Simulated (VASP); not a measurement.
A run of VASP 6.6.1 is set up as follows.

Contents of INCAR:

```
SYSTEM = HgTe
ALGO = Normal ; EDIFF = 1E-7
EDIFFG = -0.01 ; ENCUT = 600
IBRION = 2 ; ISIF = 2
ISMEAR = 0 ; LASPH = .True.
LCHARG = .False. ; LMIXTAU = .True.
LREAL = .False. ; LWAVE = .False.
METAGGA = R2SCAN ; NELM = 80
NSW = 40 ; PREC = Accurate
SIGMA = 0.03
```

KPOINTS

```
k-points
0
Gamma
  10 10 10
  0 0 0
```

POSCAR

```
HgTe                                    
1.0
    0.0000000000      3.2212219814      3.2212219814
    3.2212219814      0.0000000000      3.2212219814
    3.2212219814      3.2212219814      0.0000000000
  Hg              Te            
     1     1
Direct
     0.0000000000000000    0.0000000000000000    0.0000000000000000
     0.2500000000000000    0.2500000000000000    0.2500000000000000
```

Potentials or basis: VASP PAW PBE potentials, release 64 (Hg, Te).

Command:

```console
$ cat potpaw_PBE.64/Hg/POTCAR potpaw_PBE.64/Te/POTCAR > POTCAR
$ mpirun -np 1 vasp_std > vasp.out
```

**Question.** Predict the band gap on the k mesh.

**Answer.** None (metal or under the smearing width).

Final structure:
```
Hg Te
1.0
     0.00000    3.22122    3.22122
     3.22122    0.00000    3.22122
     3.22122    3.22122    0.00000
Hg Te
1 1
Direct
  0.00000 0.00000 0.00000
  0.25000 0.25000 0.25000
```

Caveat: the relaxation stopped at its first step, so nothing moved. Spin-orbit coupling is left out, which matters for the levels of Hg, Te.
